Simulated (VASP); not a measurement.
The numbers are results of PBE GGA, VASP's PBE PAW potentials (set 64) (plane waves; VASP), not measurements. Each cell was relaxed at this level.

Problem. Which of these has an unstable (imaginary) mode at Γ?
A) NaF, Fm-3m (225)
B) Pt3Ti, Pm-3m (221)
C) PbO2, P4_2/mnm (136)
D) FeSi, P2_13 (198)

Solution. C, PbO2, P4_2/mnm (136). Its optical Γ-point modes are 60i, 84, 129 (×2), 164 (×2), 250, 351 (×2), 355, 438, 453 (×2), 481, 583 cm⁻¹.
